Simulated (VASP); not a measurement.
Output of a VASP run:

File OUTCAR:
```
 ion  position               nearest neighbor table
   1  0.000  0.000  0.000-   2 2.49   2 2.49   2 2.49   2 2.49
   2  0.250  0.250  0.250-   1 2.49   1 2.49   1 2.49   1 2.49
  LATTYP: Found a face centered cubic cell.
 ALAT       =     5.7589470622
 Subroutine PRICEL returns:
 Original cell was already a primitive cell.
 Subroutine GETGRP returns: Found 48 space group operations
The static configuration has the point symmetry T_d .
 The point group associated with its full space group is O_h .
The dynamic configuration has the point symmetry T_d .
 Subroutine INISYM returns: Found 48 space group operations
 Subroutine IBZKPT returns following result:
 Found     16 irreducible k-points:

 Following reciprocal coordinates:
            Coordinates               Weight
  0.000000  0.000000  0.000000      1.000000
  0.166667  0.000000  0.000000      8.000000
  0.333333  0.000000  0.000000      8.000000
  0.500000  0.000000  0.000000      4.000000
  0.166667  0.166667  0.000000      6.000000
  0.333333  0.166667  0.000000     24.000000
  0.500000  0.166667  0.000000     24.000000
 -0.333333  0.166667  0.000000     24.000000
 -0.166667  0.166667  0.000000     12.000000
  0.333333  0.333333  0.000000      6.000000
  0.500000  0.333333  0.000000     24.000000
 -0.333333  0.333333  0.000000     12.000000
  0.500000  0.500000  0.000000      3.000000
  0.500000  0.333333  0.166667     24.000000
 -0.333333  0.333333  0.166667     24.000000
 -0.333333  0.500000  0.166667     12.000000
   k-points           NKPTS =     16   k-points in BZ     NKDIM =     16   number of bands    NBANDS=     18
   number of dos      NEDOS =    301   number of ions     NIONS =      2
   total plane-waves  NPLWV =  27000
   dimension x,y,z NGX =    30 NGY =   30 NGZ =   30
   dimension x,y,z NGXF=    60 NGYF=   60 NGZF=   60
   ions per type =               2
   PREC   = accura    normal or accurate (medium, high low for compatibility)
   ISTART =      0    job   : 0-new  1-cont  2-samecut
   ICHARG =      2    charge: 1-file 2-atom 10-const
   ISPIN  =      1    spin polarized calculation?
   LNONCOLLINEAR =      F non collinear calculations
   LSORBIT =      F    spin-orbit coupling
   INIWAV =      1    electr: 0-lowe 1-rand  2-diag
   ENCUT  =  520.0 eV  38.22 Ry    6.18 a.u.   7.57  7.57  7.57*2*pi/ulx,y,z
   NELM   =    100;   NELMIN=  2; NELMDL= -5     # of ELM steps
   EDIFF  = 0.1E-05   stopping-criterion for ELM
   LREAL  =      F    real-space projection
   NLSPLINE    = F    spline interpolate recip. space projectors
   LMAXMIX     =    4 max onsite mixed and CHGCAR
   VOSKOWN=      0    Vosko Wilk Nusair interpolation
   EDIFFG = 0.1E-04   stopping-criterion for IOM
   NSW    =      0    number of steps for IOM
   NBLOCK =      1;   KBLOCK =      1    inner block; outer block
   IBRION =     -1    ionic relax: 0-MD 1-quasi-New 2-CG
   NFREE  =      0    steps in history (QN), initial steepest desc. (CG)
   ISIF   =      2    stress and relaxation
   ISYM   =      2    0-nonsym 1-usesym 2-fastsym
   TEIN   =    0.0    initial temperature
   TEBEG  =    0.0;   TEEND  =   0.0 temperature during run
   SMASS  =  -3.00    Nose mass-parameter (am)
   PSTRESS=    0.0 pullay stress
   NELECT =      28.0000    total number of electrons
   EFERMI =   0.00;   METHOD = LEGACY
   ISMEAR =     0;   SIGMA  =   0.05  broadening in eV -4-tet -1-fermi 0-gaus
   IALGO  =     38    algorithm
   LDIAG  =      T    sub-space diagonalisation (order eigenvalues)
   IMIX   =      4    mixing-type and parameters
     AMIX     =   0.40;   BMIX     =  1.00
     AMIX_MAG =   1.60;   BMIX_MAG =  1.00
     AMIN     =   0.10
   GGA     = PE    functional components
   VOSKOWN =     0    Vosko Wilk Nusair interpolation
   LHFCALC =     F    Hartree Fock is set to
   LHFONE  =     F    Hartree Fock one center treatment
   AEXX    =    0.0000 exact exchange contribution
   IVDW    =     0    specifies the selected vdW correction
   LEPSILON=     F    determine dielectric tensor
...
```

### OSZICAR
```
       N       E                     dE             d eps       ncg     rms          rms(c)
DAV:   1     0.162132204669E+03    0.16213E+03   -0.15548E+04   588   0.415E+03
DAV:   2     0.119845045718E+02   -0.15015E+03   -0.14827E+03   576   0.540E+02
DAV:   3    -0.834197236893E+01   -0.20326E+02   -0.19779E+02   620   0.146E+02
DAV:   4    -0.905615463230E+01   -0.71418E+00   -0.71210E+00   672   0.304E+01
DAV:   5    -0.906742063964E+01   -0.11266E-01   -0.11263E-01   640   0.394E+00    0.301E+00
DAV:   6    -0.901961716256E+01    0.47803E-01   -0.21379E-02   612   0.170E+00    0.180E+00
DAV:   7    -0.899156112817E+01    0.28056E-01   -0.52603E-02   598   0.234E+00    0.156E-01
DAV:   8    -0.899333757371E+01   -0.17764E-02   -0.67946E-03   678   0.131E+00    0.619E-02
DAV:   9    -0.899337368138E+01   -0.36108E-04   -0.30416E-04   752   0.338E-01    0.192E-02
DAV:  10    -0.899340988786E+01   -0.36206E-04   -0.10889E-04   606   0.143E-01    0.658E-03
DAV:  11    -0.899341114336E+01   -0.12555E-05   -0.94677E-06   712   0.597E-02    0.189E-03
DAV:  12    -0.899341141364E+01   -0.27028E-06   -0.46428E-07   432   0.896E-03
   1 F= -.89934114E+01 E0= -.89930497E+01  d E =-.723437E-03
```

File OUTCAR:
```
------------------------ aborting loop because EDIFF is reached ----------------------------------------
  FORCE on cell =-STRESS in cart. coord.  units (eV):
  Direction    XX          YY          ZZ          XY          YZ          ZX
  --------------------------------------------------------------------------------------
  Total        0.0354415      0.0354415      0.0354415      0.0000000      0.0000000      0.0000000
  in kB        1.1891954      1.1891954      1.1891954      0.0000000      0.0000000      0.0000000
  external PRESSURE =       1.1891954 kB  Pullay stress =       0.0000000 kB
  volume of cell :       47.75
      direct lattice vectors                 reciprocal lattice vectors
     0.000000000  2.879473531  2.879473531    -0.173642853  0.173642853  0.173642853
     2.879473531  0.000000000  2.879473531     0.173642853 -0.173642853  0.173642853
     2.879473531  2.879473531  0.000000000     0.173642853  0.173642853 -0.173642853
 POSITION                                       TOTAL-FORCE (eV/Angst)
 -----------------------------------------------------------------------------------
      0.00000      0.00000      0.00000        -0.000000      0.000000     -0.000000
      1.43974      1.43974      1.43974         0.000000     -0.000000      0.000000
 -----------------------------------------------------------------------------------
    total drift:                                0.000000     -0.000000      0.000000
  FREE ENERGIE OF THE ION-ELECTRON SYSTEM (eV)
  ---------------------------------------------------
  free  energy   TOTEN  =        -8.9934114136 eV

  energy  without entropy=       -8.9926879764  energy(sigma->0) =       -8.99304970
```
(Selected blocks of OUTCAR.)

File POSCAR:
```
Ge
1
    0.0000000000     2.8794735311     2.8794735311
    2.8794735311     0.0000000000     2.8794735311
    2.8794735311     2.8794735311     0.0000000000
Ge
2
Direct
  0.0000000000   0.0000000000   0.0000000000
  0.2500000000   0.2500000000   0.2500000000
```

Write an INCAR and KPOINTS that could have produced this output.

This is not unique; one that fits is the input of the run itself, PBE GGA, plane waves, VASP's PBE PAW potentials (set 64).

INCAR:
```
ALGO  =  Normal
EDIFF  =  1E-6
ENCUT  =  520
GGA  =  PE
ISMEAR  =  0
LASPH  =  .True.
LCHARG  =  .False.
LMAXMIX  =  4
LREAL  =  .False.
LWAVE  =  .True.
NELM  =  100
PREC  =  Accurate
SIGMA  =  0.05
SYSTEM  =  Ge
```

**KPOINTS**
```
Automatic mesh
0
Gamma
6 6 6
0 0 0
```

POTCAR, in this order: Ge_d (PBE.64 set). Program: vasp_std.

The compound is Ge in the diamond structure. It was relaxed first, which changed the volume by +5 %. The k-mesh is coarse (spacing up to 0.31 per Å, 2π included), so the numbers may not be converged in it.
